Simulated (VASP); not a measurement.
Input:

```xyz
3
Lattice="1.5695 -2.7858 0.0000 1.5695 2.7858 0.0000 0.0000 0.0000 3.4234" Properties=species:S:1:pos:R:3 pbc="T T T"
Hf     0.0000     0.0000     0.0000
B      1.5695     0.9286     1.7117
B      1.5899    -0.9286     1.7117
```

Method: PBE GGA, VASP's PBE PAW potentials (set 64) (plane waves; VASP 6.6.1). Run with 520 eV cut-off, 10×10×8 Γ-centred mesh, Fermi-Dirac smearing of 0.20 eV, potentials Hf_pv B.

Problem. Give the force on each atom (eV/Å).

Solution. 
```tsv
atom	Fx	Fy	Fz
Hf1	0.149	0.002	0.000
B2	0.175	0.062	0.000
B3	-0.324	-0.064	0.000
```

Problem. Give the stress tensor in GPa (positive for a compressed cell).

Solution. 
```
  1.93    0.18    0.00
  0.18  -10.73    0.00
  0.00    0.00    5.61
```
The pressure is its mean diagonal, -1.06 GPa.

The compound is HfB2 in the AlB2 type structure. The cell was not relaxed at this level, atoms are displaced from their ideal sites. The run is one of a series of settings (ISMEAR = -1, SIGMA = 0.2 against the base run), some of them coarse on purpose.
